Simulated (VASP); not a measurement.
An input for Ansatz (written as the equivalent of a VASP run, and not itself run):

Ansatz 0.2 input:
```yaml
crystal:
  lattice:
    - [1.9220895, -3.3291569, 0.0000000]
    - [1.9220895, 3.3291569, 0.0000000]
    - [0.0000000, 0.0000000, 8.0715778]
  atoms:
    - { symbol: Zr, position: [0.0000000, 0.0000000, 0.0000000] }
    - { symbol: Se, position: [0.3333330, 0.6666670, 0.1960375] }
    - { symbol: Se, position: [0.6666670, 0.3333330, 0.8039625] }
kpoints:
  mp_grid: { grid: [8, 8, 3] }
hamiltonian:
  xc: rpbe
  pseudopotentials: { kind: paw }
scf:
  occupations: { method: tetrahedron }
  max_iter: 100
output: { forces: true, stress: true, eigenvalues: true }
```

### Question
Translate this input to VASP (INCAR, KPOINTS, POSCAR, choice of POTCAR).

### Answer
One answer among several that fit: 
**KPOINTS**
```
Regular mesh
0
Gamma
  8 8 3
0 0 0
```

File POSCAR:
```
ZrSe2
1
    1.9220894853    -3.3291568851     0.0000000000
    1.9220894853     3.3291568851     0.0000000000
    0.0000000000     0.0000000000     8.0715777674
Zr Se
1 2
Direct
  0.0000000000   0.0000000000   0.0000000000
  0.3333330000   0.6666670000   0.1960375351
  0.6666670000   0.3333330000   0.8039624649
```

INCAR:
```
SYSTEM = ZrSe2
PREC = Accurate
ENCUT = 520
EDIFF = 1E-7
NELM = 100
ALGO = Normal
LREAL = .FALSE.
LASPH = .TRUE.
ISMEAR = -5
GGA = RP
LMAXMIX = 4
LWAVE = .FALSE.
LCHARG = .TRUE.
LORBIT = 11
NEDOS = 601
ISIF = 2
LEFG = .TRUE.
```

POTCAR, in this order: Zr_sv Se (PBE.64 set). Program: vasp_std.

The two are equivalent in intent, not identical: each code has its own PAW files, so the cut-off isn't converted (ENCUT is set for VASP's; basis.ecutwfc is left out, and Ansatz then takes the one that its files recommend); Ansatz stops its SCF on the density residual and VASP on the energy change (EDIFF); the field gradients of LEFG aren't asked of the other code.

The compound is ZrSe2 in the 1T layered structure. It was relaxed first, which changed the volume by +37 %.
